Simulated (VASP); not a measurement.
# CuF (P4/mmm) in VASP: reference runs

Aim: a first look at CuF with PBE, on the cell as given.

Program: VASP 6.6.1. These are calculated values, not measurements. Logs are shortened: lines on timing, memory, paths and dates and some standing lists are left out, and cuts for length are marked.

### 1 Starting point

It takes space group P4/mmm (No. 123, tetragonal). The conventional cell has a = 2.471 Å, b = 2.471 Å, c = 3.417 Å, α = 90.00°, β = 90.00°, γ = 90.00°. Cu (site symmetry 4/mmm) has 8 F at 2.44 Å and 4 Cu at 2.47 Å as nearest neighbours. F (site symmetry 4/mmm) has 8 Cu at 2.44 Å and 4 F at 2.47 Å as nearest neighbours.

The cell was built by a generator and needn't be a form met in nature.

### 2 Single point, PBE

File INCAR:

```
ALGO = Normal ; EDIFF = 1E-7
ENCUT = 520 ; GGA = PE
ISIF = 2 ; ISMEAR = -1
LASPH = True ; LCHARG = False
LREAL = False ; LWAVE = False
NBANDS = 16 ; NELM = 100
PREC = Accurate ; SIGMA = 0.05
```

File KPOINTS:

```
k-points
0
Gamma
  11 11 8
```

File POSCAR:

```
CuF
1.0
    2.4710065500      0.0000000000      0.0000000000
    0.0000000000      2.4710065500      0.0000000000
    0.0000000000      0.0000000000      3.4165013900
Cu F
1 1
Direct
    0.0000000000      0.0000000000      0.0000000000
    0.5000000000      0.5000000000      0.5000000000
```

Potentials or basis: VASP PAW PBE potentials, release 64 (Cu, F).

Command:

```console
> cat potpaw_PBE.64/Cu/POTCAR potpaw_PBE.64/F/POTCAR > POTCAR
> mpirun -np 1 vasp_std > vasp.out
```

OUTCAR:

```text
EDIFF = 1E-7
   ENCUT = 520
   GGA = PE
   ISIF = 2
   ISMEAR = -1
   LASPH = True
   LREAL = False
   NELM = 100
   PREC = Accurate

 ion  position               nearest neighbor table
   1  0.000  0.000  0.000-
   2  0.500  0.500  0.500-

  LATTYP: Found a simple tetragonal cell.
 ALAT       =     2.4710065500
 C/A-ratio  =     1.3826355054

  Lattice vectors:

 A1 = (   2.4710065500,   0.0000000000,   0.0000000000)
 A2 = (   0.0000000000,   2.4710065500,   0.0000000000)
 A3 = (   0.0000000000,   0.0000000000,   3.4165013900)

Analysis of symmetry for initial positions (statically):
=====================================================================
 Subroutine PRICEL returns:
 Original cell was already a primitive cell.

 Routine SETGRP: Setting up the symmetry group for a
 simple tetragonal supercell.

 Subroutine GETGRP returns: Found 16 space group operations
 (whereof 16 operations were pure point group operations)
 out of a pool of 16 trial point group operations.

The static configuration has the point symmetry D_4h.

Analysis of symmetry for dynamics (positions and initial velocities):
=====================================================================
 Subroutine PRICEL returns:
 Original cell was already a primitive cell.

 Routine SETGRP: Setting up the symmetry group for a
 simple tetragonal supercell.

 Subroutine GETGRP returns: Found 16 space group operations
 (whereof 16 operations were pure point group operations)
 out of a pool of 16 trial point group operations.

The dynamic configuration has the point symmetry D_4h.

 Subroutine INISYM returns: Found 16 space group operations
 (whereof 16 operations are pure point group operations),
 and found     1 'primitive' translations

----------------------------------------------------------------------------------------

                                     Primitive cell

  volume of cell :      20.8607

  direct lattice vectors                    reciprocal lattice vectors
     2.471006550  0.000000000  0.000000000     0.404693383  0.000000000  0.000000000
     0.000000000  2.471006550  0.000000000     0.000000000  0.404693383  0.000000000
     0.000000000  0.000000000  3.416501390     0.000000000  0.000000000  0.292697086

  length of vectors
     2.471006550  2.471006550  3.416501390     0.404693383  0.404693383  0.292697086

  position of ions in fractional coordinates (direct lattice)
     0.000000000  0.000000000  0.000000000
     0.500000000  0.500000000  0.500000000

  ion indices of the primitive-cell ions
   primitive index   ion index
                 1           1
                 2           2

----------------------------------------------------------------------------------------

 KPOINTS: k-points

Automatic generation of k-mesh.
 Grid dimensions read from file:
 generate k-points for:   11   11    8

 Generating k-lattice:

  Cartesian coordinates                     Fractional coordinates (reciprocal lattice)
     0.036790308  0.000000000  0.000000000     0.090909091  0.000000000  0.000000000
     0.000000000  0.036790308  0.000000000     0.000000000  0.090909091  0.000000000
     0.000000000  0.000000000  0.036587136     0.000000000  0.000000000  0.125000000

  Length of vectors
     0.036790308  0.036790308  0.036587136

  Shift w.r.t. Gamma in fractional coordinates (k-lattice)
     0.000000000  0.000000000  0.000000000

 Subroutine IBZKPT returns following result:
 ===========================================

 Found    105 irreducible k-points:

 Following reciprocal coordinates:
            Coordinates               Weight
  0.000000  0.000000  0.000000      1.000000
  0.090909  0.000000  0.000000      4.000000
  0.181818  0.000000  0.000000      4.000000
  0.272727  0.000000  0.000000      4.000000
  0.363636  0.000000  0.000000      4.000000
  0.454545  0.000000  0.000000      4.000000
[... 16 lines left out ...]
  0.090909  0.000000  0.125000      8.000000
  0.181818  0.000000  0.125000      8.000000
 [... further k-points ...]
   k-points           NKPTS =    105   k-points in BZ     NKDIM =    105   number of bands    NBANDS=     16
   number of dos      NEDOS =    301   number of ions     NIONS =      2
   total plane-waves  NPLWV =   9072
   dimension x,y,z NGX =    18 NGY =   18 NGZ =   28
   dimension x,y,z NGXF=    36 NGYF=   36 NGZF=   56
   ions per type =               1   1
   NGX,Y,Z   is equivalent  to a cutoff of  12.11, 12.11, 13.62 a.u.
   NGXF,Y,Z  is equivalent  to a cutoff of  24.22, 24.22, 27.25 a.u.
 SYSTEM =  unknown system
   PREC   = accura    normal or accurate (medium, high low for compatibility)
   ISTART =      0    job   : 0-new  1-cont  2-samecut
   ICHARG =      2    charge: 1-file 2-atom 10-const
   ISPIN  =      1    spin polarized calculation?
   LNONCOLLINEAR =      F non collinear calculations
   LSORBIT =      F    spin-orbit coupling
   LASPH  =      T    aspherical Exc in radial PAW
   ENCUT  =  520.0 eV  38.22 Ry    6.18 a.u.   4.59  4.59  6.35*2*pi/ulx,y,z
   NELM   =    100;   NELMIN=  2; NELMDL= -5     # of ELM steps
   EDIFF  = 0.1E-06   stopping-criterion for ELM
   LREAL  =      F    real-space projection
   EDIFFG = 0.1E-05   stopping-criterion for IOM
   NSW    =      0    number of steps for IOM
   IBRION =     -1    ionic relax: 0-MD 1-quasi-New 2-CG
   NFREE  =      0    steps in history (QN), initial steepest desc. (CG)
   ISIF   =      2    stress and relaxation
   ISYM   =      2    0-nonsym 1-usesym 2-fastsym
   POTIM  = 0.5000    time-step for ionic-motion
   TEBEG  =    0.0;   TEEND  =   0.0 temperature during run
   PSTRESS=    0.0 pullay stress
   NELECT =      18.0000    total number of electrons
   NUPDOWN=      -1.0000    fix difference up-down
   EMIN   =  10.00;   EMAX   =-10.00  energy-range for DOS
   EFERMI =   0.00;   METHOD = LEGACY
   ISMEAR =    -1;   SIGMA  =   0.05  broadening in eV -4-tet -1-fermi 0-gaus
   EFERMI_NEDOS =   21; number of points for ismear=-14 and -15
   IALGO  =     38    algorithm
   IMIX   =      4    mixing-type and parameters
     AMIX     =   0.40;   BMIX     =  1.00
     AMIX_MAG =   1.60;   BMIX_MAG =  1.00
  volume/ion in A,a.u.               =      10.43        70.39
  Fermi-wavevector in a.u.,A,eV,Ry     =   1.558556  2.945245 33.049887  2.429098
  Thomas-Fermi vector in A             =   2.662044
   LORBIT       =      0    0 simple, 1 ext, 2 COOP (PROOUT), +10 PAW based schemes
   GGA     = PE    functional components
   LHFCALC =     F    Hartree Fock is set to
   AEXX    =    0.0000 exact exchange contribution
   IVDW    =     0    specifies the selected vdW correction
   LEPSILON=     F    determine dielectric tensor
   LRPA    =     F    only Hartree local field effects (RPA)
 non-spin polarized calculation
  energy-cutoff  :      520.00
  volume of cell :       20.86
 maximum number of plane-waves:       584
   NGX =  9   NGY =  9   NGZ = 13

 number of electron      17.9999968 magnetization

 Free energy of the ion-electron system (eV)
  ---------------------------------------------------
  ext. energy  EPLUGINS =         0.00000000
  ---------------------------------------------------
  free energy    TOTEN  =        -6.76058567 eV

  energy without entropy =       -6.75679521  energy(sigma->0) =       -6.75869044

 E-fermi :   4.3809     XC(G=0): -11.7841

 val. band max:        4.3772050200   @ k =   0.4545   0.4545   0.3750
 cond. band min:       4.3866643810   @ k =   0.4545   0.4545   0.2500
 fundamental gap:      0.0094593609
 Fermi energy:         4.3809498928

 k-point     1 :       0.0000    0.0000    0.0000
  band No.  band energies     occupation
      1     -18.8977      2.00000
      2      -0.7105      2.00000
      3       0.7271      2.00000
      4       1.7629      2.00000
      5       1.7883      2.00000
      6       1.7883      2.00000
[... 8 lines left out ...]
     15      24.8965      0.00000
     16      33.2913      0.00000

 k-point     2 :       0.0909    0.0000    0.0000
  band No.  band energies     occupation
      1     -18.8451      2.00000
      2      -0.6967      2.00000
      3       0.6747      2.00000
      4       1.4250      2.00000
      5       1.7976      2.00000
      6       1.9305      2.00000
[... 8 lines left out ...]
     15      26.3973      0.00000
     16      31.3785      0.00000

 k-point     3 :       0.1818    0.0000    0.0000
  band No.  band energies     occupation
      1     -18.7000      2.00000
      2      -0.6630      2.00000
      3      -0.0807      2.00000
      4       1.6382      2.00000
      5       1.8192      2.00000
      6       2.1877      2.00000
[... 8 lines left out ...]
     15      27.6780      0.00000
     16      29.1904      0.00000

 k-point     4 :       0.2727    0.0000    0.0000
  band No.  band energies     occupation
      1     -18.5020      2.00000
      2      -1.0655      2.00000
      3      -0.6266      2.00000
      4       1.8382      2.00000
      5       1.9235      2.00000
      6       2.8786      2.00000
[... 8 lines left out ...]
     15      27.5711      0.00000
     16      27.8255      0.00000

 k-point     5 :       0.3636    0.0000    0.0000
  band No.  band energies     occupation
      1     -18.3111      2.00000
      2      -1.8723      2.00000
      3      -0.6013      2.00000
      4       1.8450      2.00000
      5       2.0731      2.00000
      6       3.6923      2.00000
[... 8 lines left out ...]
     15      26.5826      0.00000
     16      27.2241      0.00000

 k-point     6 :       0.4545    0.0000    0.0000
  band No.  band energies     occupation
      1     -18.1927      2.00000
      2      -2.3220      2.00000
      3      -0.5901      2.00000
      4       1.8436      2.00000
      5       2.1490      2.00000
      6       3.6564      2.00000
[... 8 lines left out ...]
     15      26.1396      0.00000
     16      27.7063      0.00000
[... 267 lines left out ...]
 k-point    21 :       0.4545    0.4545    0.0000
  band No.  band energies     occupation
      1     -17.6448      2.00000
      2      -0.7836      2.00000
      3      -0.7212      2.00000
      4       0.6544      2.00000
      5       1.9091      2.00000
      6       2.9333      2.00000
[... 8 lines left out ...]
     15      24.5019      0.00000
     16      25.5266      0.00000

 k-point    22 :       0.0000    0.0000    0.1250
  band No.  band energies     occupation
      1     -18.8789      2.00000
      2      -1.4757      2.00000
      3       1.4573      2.00000
      4       1.7433      2.00000
      5       1.7433      2.00000
      6       1.7676      2.00000
[... 8 lines left out ...]
     15      24.7436      0.00000
     16      31.6383      0.00000

 k-point    23 :       0.0909    0.0000    0.1250
  band No.  band energies     occupation
      1     -18.8268      2.00000
      2      -1.4072      2.00000
      3       1.1269      2.00000
      4       1.6488      2.00000
      5       1.7589      2.00000
      6       1.9224      2.00000
[... 8 lines left out ...]
     15      26.2062      0.00000
     16      30.8510      0.00000

 k-point    24 :       0.1818    0.0000    0.1250
  band No.  band energies     occupation
      1     -18.6844      2.00000
      2      -1.2517      2.00000
      3       0.1935      2.00000
      4       1.7978      2.00000
      5       1.8419      2.00000
      6       2.2637      2.00000
[... 8 lines left out ...]
     15      26.9686      0.00000
     16      29.6999      0.00000

 [... further k-points ...]
[... 5 lines left out ...]
  --------------------------------------------------------------------------------------
  -------------------------------------------------------------------------------------
  Total        1.5655889      1.5655889     -1.4599420      0.0000000      0.0000000     -0.0000000
  in kB      120.2427535    120.2427535   -112.1287007      0.0000000      0.0000000     -0.0000000
  external PRESSURE =      42.7856021 kB  Pullay stress =       0.0000000 kB

 VOLUME and BASIS-vectors are now :
 -----------------------------------------------------------------------------
  energy-cutoff  :      520.00
  volume of cell :       20.86
      direct lattice vectors                 reciprocal lattice vectors
     2.471006550  0.000000000  0.000000000     0.404693383  0.000000000  0.000000000
     0.000000000  2.471006550  0.000000000     0.000000000  0.404693383  0.000000000
     0.000000000  0.000000000  3.416501390     0.000000000  0.000000000  0.292697086

 POSITION                                       TOTAL-FORCE (eV/Angst)
 -----------------------------------------------------------------------------------
      0.00000      0.00000      0.00000         0.000000      0.000000      0.000000
      1.23550      1.23550      1.70825         0.000000      0.000000      0.000000
 -----------------------------------------------------------------------------------
    total drift:                                0.000000     -0.000000     -0.000000

  FREE ENERGIE OF THE ION-ELECTRON SYSTEM (eV)
  ---------------------------------------------------
  free  energy   TOTEN  =        -6.7605856695 eV

  energy  without entropy=       -6.7567952071  energy(sigma->0) =       -6.75869044
```

Wall time 36 s (1 thread of Intel Xeon Platinum 8259CL at 2.50GHz (Skylake/Cascade Lake), shared host); peak memory 0.15 GiB.

What came out:

- Free energy: -6.7606 eV
- Pressure: 4.3 GPa
- Band gap on the k mesh: none (metal or under the smearing width)

Caveat: the run has no spin polarisation, though such a crystal can be magnetic; semilocal functionals often make such compounds metallic where correlation or magnetic order opens a gap, which also shifts bond lengths. With open d or f shells a metallic result of PBE can be an artefact of self-interaction; +U or a hybrid may open a gap.
